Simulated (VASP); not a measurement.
An input for Ansatz (written as the equivalent of a VASP run, and not itself run):

Ansatz 0.2 input:
```yaml
crystal:
  lattice:
    - [-1.5704340, 1.5704340, 1.5704340]
    - [1.5704340, -1.5704340, 1.5704340]
    - [1.5704340, 1.5704340, -1.5704340]
  atoms:
    - { symbol: Mo, position: [0.0000000, 0.0000000, 0.0000000] }
kpoints:
  mp_grid: { grid: [18, 18, 18] }
hamiltonian:
  xc: pbe
  dispersion: d4
  pseudopotentials: { kind: paw }
scf:
  occupations: { method: tetrahedron }
  max_iter: 100
output: { forces: true, stress: true, eigenvalues: true }
```

Problem. Translate this input to VASP (INCAR, KPOINTS, POSCAR, choice of POTCAR).

Solution. One answer among several that fit: 
**INCAR**
```
ALGO = Normal
EDIFF = 1E-7
ENCUT = 520
GGA = PE
ISIF = 2
ISMEAR = -5
IVDW = 13
LASPH = .TRUE.
LCHARG = .TRUE.
LMAXMIX = 4
LORBIT = 11
LREAL = .FALSE.
LWAVE = .FALSE.
NEDOS = 601
NELM = 100
PREC = Accurate
SYSTEM = Mo
```

### POSCAR
```
Mo
1
   -1.5704339851     1.5704339851     1.5704339851
    1.5704339851    -1.5704339851     1.5704339851
    1.5704339851     1.5704339851    -1.5704339851
Mo
1
Direct
  0.0000000000   0.0000000000   0.0000000000
```

### KPOINTS
```
Automatic
0
gamma
  18 18 18
0 0 0
```

POTCAR, in this order: Mo_sv (PBE.64 set). Program: vasp_std.

What does not carry over: each code has its own PAW files, so the cut-off isn't converted (ENCUT is set for VASP's; basis.ecutwfc is left out, and Ansatz then takes the one that its files recommend); Ansatz stops its SCF on the density residual and VASP on the energy change (EDIFF).

The compound is Mo in the bcc structure. It was relaxed first.
